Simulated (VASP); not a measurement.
An input for Quantum ESPRESSO's pw.x (written as the equivalent of a VASP run, and not itself run):

```
&CONTROL
  calculation = 'vc-relax'
  pseudo_dir = './pseudo'
  outdir = './out'
  tprnfor = .true.
  tstress = .true.
  nstep = 30
  forc_conv_thr = 0.00039
/
&SYSTEM
  ibrav = 0
  nat = 6
  ntyp = 3
  ecutwfc = 96
  occupations = 'smearing'
  smearing = 'methfessel-paxton'
  degauss = 0.00735
  input_dft = 'pbe'
  vdw_corr = 'grimme-d3'
  dftd3_version = 3
  dftd3_threebody = .false.
  nspin = 2
  starting_magnetization(1) = 0.25
  starting_magnetization(2) = -0.25
/
&ELECTRONS
  conv_thr = 7.3e-09
  electron_maxstep = 100
/
&IONS
/
&CELL
  cell_dofree = 'shape'
/
ATOMIC_SPECIES
  Mn1 54.938 Mn.upf
  Mn2 54.938 Mn.upf
  O 15.999 O.upf
CELL_PARAMETERS angstrom
     4.4601270    0.0000000    0.0000000
     0.0000000    4.4601270    0.0000000
     0.0000000    0.0000000    2.8979172
ATOMIC_POSITIONS crystal
  Mn1  0.0000000  0.0000000  1.0000000
  Mn2  0.5000000  0.5000000  0.5000000
  O    0.3042098  0.3042098  0.0000000
  O    0.8042098  0.1957902  0.5000000
  O    0.1957902  0.8042098  0.5000000
  O    0.6957902  0.6957902  1.0000000
K_POINTS automatic
  7 7 11 0 0 0
```

Q: Translate this input to VASP (INCAR, KPOINTS, POSCAR, choice of POTCAR).

A: This is not unique; one that fits is 
POSCAR:
```
MnO2
1.0
  4.4601269641   0.0000000000   0.0000000000
  0.0000000000   4.4601269641   0.0000000000
  0.0000000000   0.0000000000   2.8979172105
Mn O
2 4
Cart
  0.0000000000   0.0000000000   2.8979172105
  2.2300634820   2.2300634820   1.4489586053
  1.3568142434   1.3568142434   0.0000000000
  3.5868777255   0.8732492386   1.4489586053
  0.8732492386   3.5868777255   1.4489586053
  3.1033127207   3.1033127207   2.8979172105
```

INCAR:
```
SYSTEM = MnO2
PREC = Accurate
ENCUT = 520
EDIFF = 1E-7
NELM = 100
ALGO = Normal
LREAL = .FALSE.
LASPH = .TRUE.
ISMEAR = 1
SIGMA = 0.1
GGA = PE
IVDW = 11
LMAXMIX = 4
ISPIN = 2
MAGMOM = 2.5 -2.5 -0.0 0.0 0.0 -0.0
LORBIT = 10
LWAVE = .FALSE.
LCHARG = .FALSE.
ISIF = 4
IBRION = 2
NSW = 30
EDIFFG = -0.01
```

File KPOINTS:
```
Automatic mesh
0
Gamma
7 7 11
0 0 0
```

POTCAR, in this order: Mn_pv O (PBE.64 set). Program: vasp_std.

Limits of the translation: the potentials are each code's own (VASP's PAW set, PseudoDojo norm-conserving files in pw.x), so ENCUT and ecutwfc are chosen apart and not converted; conv_thr bounds pw.x's estimated SCF error, while EDIFF bounds the energy change between steps; starting_magnetization is a fraction of the valence charge and MAGMOM a moment in μB, so they match only roughly; forc_conv_thr acts on force components and is met together with etot_conv_thr.

The compound is MnO2 in the rutile structure. This cell is one point of a volume scan, at 1.03 of the reference volume. Symmetry was kept, so distortions that lower it aren't found.
